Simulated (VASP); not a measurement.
Computed with RPBE GGA, VASP's PBE PAW potentials (set 64) (plane waves; VASP).

The input files of a VASP run:

**INCAR**
```
GGA  =  RP   # RPBE
ICHARG  =  11   # fixed density
ALGO  =  Normal
LMAXMIX  =  4   # l cut-off of mixed one-centre charges
SIGMA  =  0.05   # width (eV)
EDIFF  =  1E-7   # SCF stop (eV)
NELM  =  100   # most electronic steps
LORBIT  =  11
LASPH  =  .TRUE.   # aspherical one-centre terms
LREAL  =  .FALSE.   # projection in real space or not
LCHARG  =  .FALSE.
PREC  =  Accurate
ISMEAR  =  0   # Gaussian
SYSTEM  =  SnO2
ENCUT  =  520
LWAVE  =  .FALSE.
```

### KPOINTS
```
k-points along high-symmetry lines
10
Line-mode
Reciprocal
  0.000000   0.000000   0.000000 ! GAMMA
  0.000000   0.500000   0.000000 ! X

  0.000000   0.500000   0.000000 ! X
  0.500000   0.500000   0.000000 ! M

  0.500000   0.500000   0.000000 ! M
  0.000000   0.000000   0.000000 ! GAMMA

  0.000000   0.000000   0.000000 ! GAMMA
  0.000000   0.000000   0.500000 ! Z

  0.000000   0.000000   0.500000 ! Z
  0.000000   0.500000   0.500000 ! R

  0.000000   0.500000   0.500000 ! R
  0.500000   0.500000   0.500000 ! A

  0.500000   0.500000   0.500000 ! A
  0.000000   0.000000   0.500000 ! Z

  0.000000   0.500000   0.000000 ! X
  0.000000   0.500000   0.500000 ! R

  0.500000   0.500000   0.000000 ! M
  0.500000   0.500000   0.500000 ! A
```

File POSCAR:
```
SnO2
1
    4.8749626328     0.0000000000     0.0000000000
    0.0000000000     4.8749626328     0.0000000000
    0.0000000000     0.0000000000     3.2591351545
Sn O
2 4
Direct
  0.0000000000   0.0000000000   0.0000000000
  0.5000000000   0.5000000000   0.5000000000
  0.3068708160   0.3068708160   0.0000000000
  0.8068708160   0.1931291840   0.5000000000
  0.1931291840   0.8068708160   0.5000000000
  0.6931291840   0.6931291840   1.0000000000
```

POTCAR, in this order: Sn_d O (PBE.64 set). Program: vasp_std. Read from the step before: CHGCAR.

What VASP printed:

**OSZICAR**
```
       N       E                     dE             d eps       ncg     rms          rms(c)
DAV:   1     0.638624657743E+03    0.63862E+03   -0.26279E+04  6009   0.260E+03
DAV:   2     0.612228442052E+02   -0.57740E+03   -0.55839E+03  6188   0.692E+02
DAV:   3    -0.300845775442E+02   -0.91307E+02   -0.89847E+02  6645   0.220E+02
DAV:   4    -0.344819675585E+02   -0.43974E+01   -0.43817E+01  6442   0.546E+01
DAV:   5    -0.346244715863E+02   -0.14250E+00   -0.14246E+00  7677   0.959E+00
DAV:   6    -0.346289952811E+02   -0.45237E-02   -0.45235E-02  7250   0.145E+00
DAV:   7    -0.346291889289E+02   -0.19365E-03   -0.19365E-03  8204   0.250E-01
DAV:   8    -0.346291902189E+02   -0.12900E-05   -0.12899E-05  7277   0.232E-02
DAV:   9    -0.346291902465E+02   -0.27602E-07   -0.27603E-07  5880   0.351E-03
   1 F= -.34629190E+02 E0= -.34629190E+02  d E =-.138795E-10
```

**OUTCAR**
```
 val. band max:        5.3877483638   @ k =   0.0000   0.0000   0.0000

 cond. band min:       5.8897647700   @ k =   0.0000   0.0000   0.0000



 k-point     1 :       0.0000    0.0000    0.0000
  band No.  band energies     occupation
      1     -15.6823      2.00000
      2     -15.0776      2.00000
      3     -14.9155      2.00000
      4     -14.8816      2.00000
      5     -14.8816      2.00000
      6     -14.8283      2.00000
      7     -14.8111      2.00000
      8     -14.7522      2.00000
      9     -14.7032      2.00000
     10     -14.7032      2.00000
     11     -13.1839      2.00000
     12     -11.5731      2.00000
     13     -11.5731      2.00000
     14     -10.2023      2.00000
     15      -2.4410      2.00000
     16       1.6053      2.00000
     17       1.6053      2.00000
     18       1.7324      2.00000
     19       2.6336      2.00000
     20       3.3780      2.00000
     21       3.4495      2.00000
     22       4.1419      2.00000
     23       4.1419      2.00000
     24       4.6729      2.00000
     25       4.6729      2.00000
     26       5.3877      2.00000
     27       5.8898      0.00000
     28      10.9606      0.00000
     29      11.4672      0.00000
     30      11.4672      0.00000
     31      15.4693      0.00000

 k-point     2 :       0.0000    0.0556    0.0000
  band No.  band energies     occupation
      1     -15.6784      2.00000
      2     -15.0815      2.00000
      3     -14.9154      2.00000
      4     -14.8814      2.00000
      5     -14.8814      2.00000
      6     -14.8317      2.00000
      7     -14.8106      2.00000
      8     -14.7526      2.00000
      9     -14.7034      2.00000
     10     -14.7034      2.00000
     11     -13.1750      2.00000
     12     -11.5913      2.00000
     13     -11.5591      2.00000
     14     -10.2071      2.00000
     15      -2.4210      2.00000
     16       1.5362      2.00000
     17       1.6186      2.00000
     18       1.7429      2.00000
...
```

The density is held fixed in this step, so its total energy and stress have no physical meaning. Unless said otherwise, spin-orbit coupling is left out, though it shifts the bands of the heavy elements here.

The compound is SnO2 in the rutile structure. It was relaxed first, which changed the volume by +8 %.
